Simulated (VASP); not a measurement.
Crystal: GaAg3.

```xyz
4
Lattice="4.0813 0.0000 0.0000 0.0000 4.0813 0.0000 0.0000 0.0000 4.0813" Properties=species:S:1:pos:R:3 pbc="T T T"
Ga    0.0000    0.0000    0.0000
Ag    2.0406    0.0000    2.0406
Ag    0.0000    2.0406    2.0406
Ag    2.0406    2.0406    0.0000
```

The cell comes from a database or a generator and needn't be the stable form of this composition.

```yaml
Program: VASP 6.6.1
Task: relaxation of cell and atoms
Functional: PBEsol
Potentials_or_basis: VASP PAW PBE potentials, release 64 (Ga_d, Ag)
Cutoff: 600 eV
k_mesh: 3 × 3 × 3
Occupations: fermi-dirac, width 0.02 eV
Spin: no spin polarisation
```

At the start: pressure -3.4 GPa; volume 17.00 Å³/atom.

Task: Where does the relaxation end?

Result: Over 3 steps the energy falls by 6.2 meV/atom and the volume is 16.44 Å³/atom (-3.3 %); space group Pm-3m (No. 221, to 0.05 Å).

The path:
```
step  energy change (eV)  largest force (eV/Å)  pressure (GPa)  volume (Å³)
   1              0.0000                0.0000           -3.41        67.98
   2             -0.0158                0.0000            2.32        64.48
   3             -0.0248                0.0000            0.00        65.75
```

Final structure:
```cif
data_structure
_symmetry_space_group_name_H-M 'P 1'
_symmetry_Int_Tables_number 1
_cell_length_a 4.0361
_cell_length_b 4.0361
_cell_length_c 4.0361
_cell_angle_alpha 90.000
_cell_angle_beta 90.000
_cell_angle_gamma 90.000
_cell_volume 65.75
loop_
_atom_site_label
_atom_site_type_symbol
_atom_site_fract_x
_atom_site_fract_y
_atom_site_fract_z
_atom_site_occupancy
Ga1 Ga 0.00000 0.00000 0.00000 1
Ag1 Ag 0.50000 0.00000 0.50000 1
Ag2 Ag 0.00000 0.50000 0.50000 1
Ag3 Ag 0.50000 0.50000 0.00000 1
```

Caveat: the k mesh is coarse (spacing up to 0.51 Å⁻¹), so the values aren't converged; the PAW data sets were made with another functional, which shifts forces and pressure a little.
